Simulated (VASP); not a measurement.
These are optB88-vdW, VASP's PBE PAW potentials (set 64) (plane waves; VASP) values and carry that method's errors.

Input for VASP

INCAR:
```
! general
SYSTEM   = Co
PREC     = Accurate
ENCUT    = 520   ! plane-wave cut-off (eV)
LREAL    = .FALSE.
LASPH    = .TRUE.

! electronic loop
EDIFF    = 1E-7
NELM     = 100   ! most electronic steps
ALGO     = Normal   ! blocked Davidson
LMAXMIX  = 4   ! l cut-off of mixed one-centre charges

! smearing
ISMEAR   = 1   ! Methfessel-Paxton
SIGMA    = 0.1   ! width (eV)

! functional
GGA      = BO
LUSE_VDW = .TRUE.
AGGAC    = 0.0
PARAM1   = 0.1833333333
PARAM2   = 0.22

! spin
ISPIN    = 2
MAGMOM   = 2*1.6

! ions
IBRION   = 2
NSW      = 30
ISIF     = 4   ! ions and shape, fixed volume
EDIFFG   = -0.01   ! ionic stop

! output
LWAVE    = .FALSE.
LCHARG   = .FALSE.
LORBIT   = 10
```

KPOINTS:
```
Automatic mesh
0
Gamma
17 17 9
0 0 0
```

File POSCAR:
```
Co
1
    1.2556075995    -2.1747763888     0.0000000000
    1.2556075995     2.1747763888     0.0000000000
    0.0000000000     0.0000000000     4.0470743605
Co
2
Direct
  0.3333330000   0.6666670000   0.2500000000
  0.6666670000   0.3333330000   0.7500000000
```

POTCAR, in this order: Co (PBE.64 set). Program: vasp_std.

Output of the run:

### OSZICAR
```
       N       E                     dE             d eps       ncg     rms          rms(c)
DAV:   1     0.851418554120E+02    0.85142E+02   -0.83439E+03 10140   0.158E+03
DAV:   2    -0.836273227189E+01   -0.93505E+02   -0.86486E+02  9921   0.254E+02
DAV:   3    -0.105564666307E+02   -0.21937E+01   -0.21323E+01 12014   0.552E+01
DAV:   4    -0.105907362061E+02   -0.34270E-01   -0.34260E-01 14435   0.527E+00
DAV:   5    -0.105909928364E+02   -0.25663E-03   -0.25662E-03 12253   0.440E-01    0.136E+01
DAV:   6    -0.920119670898E+01    0.13898E+01   -0.12494E+01 10663   0.711E+01    0.694E+00
DAV:   7    -0.878068680708E+01    0.42051E+00   -0.18807E+00 10894   0.269E+01    0.353E+00
DAV:   8    -0.876813031346E+01    0.12556E-01   -0.19594E-02 14011   0.164E+00    0.179E+00
DAV:   9    -0.875418361108E+01    0.13947E-01   -0.48145E-03 14848   0.115E+00    0.604E-01
DAV:  10    -0.875467889596E+01   -0.49528E-03   -0.62077E-04 12955   0.359E-01    0.312E-01
DAV:  11    -0.875470808469E+01   -0.29189E-04   -0.31666E-04 12650   0.276E-01    0.286E-02
DAV:  12    -0.875470616407E+01    0.19206E-05   -0.14466E-05 11665   0.404E-02    0.157E-02
DAV:  13    -0.875470571894E+01    0.44513E-06   -0.29098E-06 13840   0.242E-02    0.112E-02
DAV:  14    -0.875470627968E+01   -0.56074E-06   -0.45636E-07 10935   0.876E-03    0.353E-03
DAV:  15    -0.875470603577E+01    0.24391E-06   -0.55025E-08  5923   0.383E-03    0.675E-04
DAV:  16    -0.875470598164E+01    0.54128E-07   -0.14856E-08  5545   0.141E-03
   1 F= -.87547060E+01 E0= -.87549367E+01  d E =-.875471E+01  mag=     3.1993
```

**OUTCAR**
```
------------------------ aborting loop because EDIFF is reached ----------------------------------------
  FORCE on cell =-STRESS in cart. coord.  units (eV):
  Direction    XX          YY          ZZ          XY          YZ          ZX
  --------------------------------------------------------------------------------------
  Total       -0.8521698     -0.8521700     -0.8750268      0.0000000      0.0000000      0.0000000
  in kB      -61.7727602    -61.7727734    -63.4296329      0.0000000      0.0000000      0.0000000
  external PRESSURE =     -62.3250555 kB  Pullay stress =       0.0000000 kB
  volume of cell :       22.10
      direct lattice vectors                 reciprocal lattice vectors
     1.255607600 -2.174776389  0.000000000     0.398213582 -0.229908694  0.000000000
     1.255607600  2.174776389  0.000000000     0.398213582  0.229908694  0.000000000
     0.000000000  0.000000000  4.047074360     0.000000000  0.000000000  0.247092075
 POSITION                                       TOTAL-FORCE (eV/Angst)
 -----------------------------------------------------------------------------------
      1.25561      0.72493      1.01177        -0.000000     -0.000000      0.000000
      1.25561     -0.72493      3.03531         0.000000      0.000000      0.000000
 -----------------------------------------------------------------------------------
    total drift:                               -0.000024      0.000005     -0.000029
  FREE ENERGIE OF THE ION-ELECTRON SYSTEM (eV)
  ---------------------------------------------------
  free  energy   TOTEN  =        -8.7547059816 eV

  energy  without entropy=       -8.7553982865  energy(sigma->0) =       -8.75493675

 total charge

# of ion       s       p       d       tot
------------------------------------------
    1        0.477   0.492   7.285   8.255
    2        0.477   0.492   7.285   8.255
--------------------------------------------------
tot          0.955   0.985  14.570  16.510

 magnetization (x)

# of ion       s       p       d       tot
------------------------------------------
    1       -0.014  -0.047   1.678   1.616
    2       -0.014  -0.047   1.678   1.616
--------------------------------------------------
tot         -0.028  -0.094   3.356   3.233

 reached required accuracy - stopping structural energy minimisation
```
(Selected blocks of OUTCAR.)

The compound is Co in the hcp structure. This cell is one point of a volume scan, at 1.03 of the reference volume.
